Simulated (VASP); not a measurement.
Shape and ions are relaxed at each volume.

Energy against volume of BN (wurtzite). These are AM05 GGA, VASP's PBE PAW potentials (set 64) (plane waves; VASP 6.6.1) values and carry that method's errors.

```json
[
 {"V (Å³/atom)": "5.523", "E (eV/atom)": "-8.99764"},
 {"V (Å³/atom)": "5.700", "E (eV/atom)": "-9.01931"},
 {"V (Å³/atom)": "5.876", "E (eV/atom)": "-9.02628"},
 {"V (Å³/atom)": "6.052", "E (eV/atom)": "-9.02046"},
 {"V (Å³/atom)": "6.229", "E (eV/atom)": "-9.00352"}
]
```

Question: Fit a third-order Birch-Murnaghan equation of state.

Answer: 
| Property | Result |
|---|---|
| volume per atom | 5.88 Å^3/atom |
| bulk modulus | 386 GPa |
| pressure derivative of the bulk modulus | 3.66 |

Measured: bulk modulus 375 GPa (computed value off by +2.9 %), as given by Equation of state of wurtzitic boron nitride to 66 GPa, Appl. Phys. Lett., doi 10.1063/1.121186. The calculation is for a static lattice, while the measured bulk modulus holds thermal and zero-point effects, which are part of the difference.

The compound is BN in the wurtzite structure, a metastable high-pressure form. It was relaxed first.
